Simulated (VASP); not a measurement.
The system is MgCd2S3.

```
Mg Cd S
1.0
     5.28198    0.00000    0.00000
    -2.64099    4.57433    0.00000
     0.00000    0.00000    5.78890
Mg Cd S
1 2 3
Direct
  0.00000 0.00000 0.00000
  0.33333 0.66667 0.00000
  0.66667 0.33333 0.00000
  0.33333 0.66667 0.50000
  0.66667 0.33333 0.50000
  0.00000 0.00000 0.50000
```

The cell was built by a generator and needn't be a form met in nature.

- Program: VASP 6.6.1
- Task: relaxation of cell and atoms
- Functional: PBE
- Potentials or basis: VASP PAW PBE potentials, release 64 (Mg, Cd, S)
- Cutoff: 520 eV
- k mesh: 3 × 3 × 3
- Occupations: gaussian, width 0.15 eV
- Spin: no spin polarisation

At the start: pressure -4.9 GPa; volume 23.31 Å³/atom.

Where does the relaxation end?

Over 8 steps the energy falls by 76.6 meV/atom and the volume is 20.78 Å³/atom (-10.9 %); space group P6/mmm (No. 191, to 0.05 Å).

Step by step:
```tsv
step	energy change (eV)	largest force (eV/Å)	pressure (GPa)	volume (Å³)
1	0.0000	0.0000	-4.90	139.87
2	-0.3444	0.0000	-1.24	125.88
3	-0.3785	0.0000	0.35	121.28
4	-0.3791	0.0000	0.94	120.23
5	-0.3793	0.0000	0.76	120.61
6	-0.4343	0.0000	1.18	120.74
7	-0.4443	0.0000	1.45	120.78
8	-0.4596	0.0000	-0.25	124.67
```

Final structure:
```
CELL_PARAMETERS angstrom
5.24658 0.00000 0.00000
-2.62329 4.54367 0.00000
0.00000 0.00000 5.22952
ATOMIC_POSITIONS crystal
Mg 0.00000 0.00000 0.00000
Cd 0.33333 0.66667 0.00000
Cd 0.66667 0.33333 0.00000
S 0.33333 0.66667 0.50000
S 0.66667 0.33333 0.50000
S 0.00000 0.00000 0.50000
```

Caveat: the k mesh is coarse (spacing up to 0.46 Å⁻¹), so the values aren't converged.
